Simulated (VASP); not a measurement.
Level of theory: PBEsol GGA, VASP's PBE PAW potentials (set 64) (plane waves; VASP).

A VASP calculation is set up with these files.

### POSCAR
```
Sc
1.0
  3.2746755319   0.0000000000   0.0000000000
 -1.6373377660   2.8359521161   0.0000000000
  0.0000000000   0.0000000000   5.0858482739
Sc
2
Cartesian
  1.6373394033   0.9453164267   3.8143862054
 -0.0000016374   1.8906356894   1.2714620685
```

**KPOINTS**
```
Automatic mesh
0
G
  12 12 7
```

### INCAR
```
ALGO = Normal
EDIFF = 1E-6
EDIFFG = -0.01
ENCUT = 480
GGA = PS
IBRION = 2
ISIF = 3
ISMEAR = 1
LASPH = .TRUE.
LCHARG = .FALSE.
LMAXMIX = 4
LREAL = .FALSE.
LWAVE = .FALSE.
NELM = 100
NSW = 60
PREC = Accurate
SIGMA = 0.1
SYSTEM = Sc
```

POTCAR, in this order: Sc_sv (PBE.64 set). Program: vasp_std.

What VASP printed:

**OSZICAR**
```
       N       E                     dE             d eps       ncg     rms          rms(c)
DAV:   1     0.376689826957E+03    0.37669E+03   -0.10722E+04  2280   0.148E+03
DAV:   2     0.790961454730E+01   -0.36878E+03   -0.36357E+03  3123   0.663E+02
DAV:   3    -0.143944877668E+02   -0.22304E+02   -0.21470E+02  3817   0.185E+02
DAV:   4    -0.146903098652E+02   -0.29582E+00   -0.29450E+00  3444   0.211E+01
DAV:   5    -0.146961572170E+02   -0.58474E-02   -0.58396E-02  3875   0.272E+00    0.826E+00
DAV:   6    -0.133995720168E+02    0.12966E+01   -0.29433E+00  2861   0.227E+01    0.246E+00
DAV:   7    -0.132244458680E+02    0.17513E+00   -0.74563E-01  2938   0.104E+01    0.835E-01
DAV:   8    -0.132125669325E+02    0.11879E-01   -0.26273E-02  3113   0.244E+00    0.232E-01
DAV:   9    -0.132113302476E+02    0.12367E-02   -0.67001E-03  2982   0.101E+00    0.184E-02
DAV:  10    -0.132113454118E+02   -0.15164E-04   -0.96032E-05  3789   0.154E-01    0.629E-03
DAV:  11    -0.132113438726E+02    0.15393E-05   -0.15740E-06  2424   0.207E-02    0.185E-03
DAV:  12    -0.132113445714E+02   -0.69886E-06   -0.41039E-07  1770   0.142E-02
   1 F= -.13211345E+02 E0= -.13211222E+02  d E =-.132113E+02
       N       E                     dE             d eps       ncg     rms          rms(c)
DAV:   1    -0.132118263825E+02   -0.48251E-03   -0.20264E-02  3144   0.290E+00    0.147E-01
DAV:   2    -0.132114431444E+02    0.38324E-03   -0.17900E-03  3337   0.740E-01    0.525E-02
DAV:   3    -0.132113901830E+02    0.52961E-04   -0.18041E-04  3791   0.192E-01    0.215E-02
DAV:   4    -0.132113857152E+02    0.44678E-05   -0.12804E-05  3697   0.497E-02    0.305E-03
DAV:   5    -0.132113857972E+02   -0.81982E-07   -0.49405E-07  1525   0.140E-02
   2 F= -.13211386E+02 E0= -.13211268E+02  d E =-.412258E-04
```

OUTCAR:
```
------------------------ aborting loop because EDIFF is reached ----------------------------------------
  FORCE on cell =-STRESS in cart. coord.  units (eV):
  Direction    XX          YY          ZZ          XY          YZ          ZX
  --------------------------------------------------------------------------------------
  Total        0.0073875      0.0073875     -0.0107867     -0.0000000      0.0000000      0.0000000
  in kB        0.2502680      0.2502680     -0.3654238     -0.0000000      0.0000000      0.0000000
  external PRESSURE =       0.0450374 kB  Pullay stress =       0.0000000 kB
  volume of cell :       47.29
      direct lattice vectors                 reciprocal lattice vectors
     3.277357576 -0.000000000 -0.000000000     0.305123862  0.176163349  0.000000000
    -1.638678788  2.838274834 -0.000000000     0.000000000  0.352326698  0.000000000
    -0.000000000  0.000000000  5.084221629     0.000000000  0.000000000  0.196686941
 POSITION                                       TOTAL-FORCE (eV/Angst)
 -----------------------------------------------------------------------------------
      1.63868      0.94609      3.81317        -0.000000     -0.000000      0.000000
     -0.00000      1.89218      1.27106         0.000000      0.000000      0.000000
 -----------------------------------------------------------------------------------
    total drift:                                0.000317     -0.000183      0.000408
  FREE ENERGIE OF THE ION-ELECTRON SYSTEM (eV)
  ---------------------------------------------------
  free  energy   TOTEN  =       -13.2113857972 eV

  energy  without entropy=      -13.2110336307  energy(sigma->0) =      -13.21126841

 reached required accuracy - stopping structural energy minimisation
```
(Selected blocks of OUTCAR.)

**CONTCAR**
```
Sc
   1.00000000000000
     3.2773575759997349   -0.0000000000000473   -0.0000000000000000
    -1.6386787880499492    2.8382748342188640   -0.0000000000000000
    -0.0000000000000000    0.0000000000000000    5.0842216294308145
  Sc
     2
Direct
     0.6666669999999968    0.3333330000000032    0.7500000000000000
     0.3333330000000032    0.6666669999999968    0.2500000000000000
```

The compound is Sc in the hcp structure. This run relaxes it. Symmetry was kept, so distortions that lower it aren't found. The start is the result of an earlier pass.
